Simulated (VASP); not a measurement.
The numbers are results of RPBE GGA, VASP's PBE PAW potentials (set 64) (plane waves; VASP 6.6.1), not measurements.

VASP ran on this input.

### INCAR
```
SYSTEM = ZrO2
PREC = Accurate
ENCUT = 520
EDIFF = 1E-6
NELM = 100
ALGO = Normal
LREAL = .FALSE.
LASPH = .TRUE.
ISMEAR = 0
SIGMA = 0.05
GGA = RP
LMAXMIX = 4
LWAVE = .FALSE.
LCHARG = .FALSE.
IBRION = 2
ISIF = 3
NSW = 60
EDIFFG = -0.02
```

### POSCAR
```
ZrO2
1
   -0.0000000000     2.5761368226     2.5761368226
    2.5761368226    -0.0000000000     2.5761368226
    2.5761368226     2.5761368226     0.0000000000
Zr O
1 2
Direct
  0.0000000000   0.0000000000   0.0000000000
  0.2500000000   0.2500000000   0.2500000000
  0.7500000000   0.7500000000   0.7500000000
```

**KPOINTS**
```
Automatic mesh
0
G
  7 7 7
0 0 0
```

POTCAR, in this order: Zr_sv O (PBE.64 set). Program: vasp_std.

Estimate the energy per atom (σ→0).

- energy per atom (σ→0): -9.074 eV/atom

**OSZICAR**
```
...
DAV:   9    -0.272197424429E+02   -0.27892E-02   -0.14236E-02   864   0.906E-01    0.333E-01
DAV:  10    -0.272223578290E+02   -0.26154E-02   -0.63738E-03   800   0.786E-01    0.135E-01
DAV:  11    -0.272224987043E+02   -0.14088E-03   -0.20416E-03   880   0.369E-01    0.153E-01
DAV:  12    -0.272224445405E+02    0.54164E-04   -0.48690E-04   712   0.174E-01    0.733E-03
DAV:  13    -0.272224484275E+02   -0.38870E-05   -0.19807E-05   816   0.333E-02    0.365E-03
DAV:  14    -0.272224497390E+02   -0.13115E-05   -0.51052E-06   744   0.163E-02    0.769E-03
DAV:  15    -0.272224493406E+02    0.39843E-06   -0.47219E-07   504   0.702E-03
   1 F= -.27222449E+02 E0= -.27222449E+02  d E =-.272224E+02
```

The compound is ZrO2 in the fluorite structure, the high-temperature cubic form, which is unstable at 0 K; the monoclinic form is the stable one. It was relaxed first. The start is the result of an earlier pass.
